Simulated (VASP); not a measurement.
All values below come from PBEsol GGA, VASP's PBE PAW potentials (set 64) (plane waves; VASP 6.6.1).

The input files of a VASP run:

KPOINTS:
```
K-points
0
Gamma
8 8 8
```

**INCAR**
```
LMAXMIX=4
ALGO=Normal
EDIFFG=-0.02
ENCUT=500
SYSTEM=InSb
NELM=100   # most electronic steps
ISMEAR=0   # Gaussian
EDIFF=1E-6   # SCF stop (eV)
LCHARG=.FALSE.
SIGMA=0.05   # width (eV)
LASPH=.TRUE.   # aspherical one-centre terms
PREC=Accurate
LREAL=.FALSE.   # projection in real space or not
GGA=PS
ISIF=3   # ions, shape and volume
LWAVE=.FALSE.
NSW=40
IBRION=2   # conjugate gradients
PSTRESS=200
```

POSCAR:
```
InSb
1.0
  0.0000000000   2.9959045860   2.9959045860
  2.9959045860   0.0000000000   2.9959045860
  2.9959045860   2.9959045860   0.0000000000
In Sb
1 1
Cartesian
  2.9959045860   0.0000000000   2.9959045860
  1.4979522930   1.4979522930   1.4979522930
```

POTCAR, in this order: In_d Sb (PBE.64 set). Program: vasp_std.

Question: What will the output report for the number of irreducible k-points (NKPTS), largest plane-wave count, number of space-group operations, FFT grid (NGX, NGY, NGZ)?

Answer: 
number of irreducible k-points (NKPTS): 29
largest plane-wave count: 1384
number of space-group operations: 24
FFT grid (NGX, NGY, NGZ): 32 × 32 × 32

The compound is InSb in the zinc blende structure. This run relaxes it under an external pressure of 20 GPa. Symmetry was kept, so distortions that lower it aren't found.
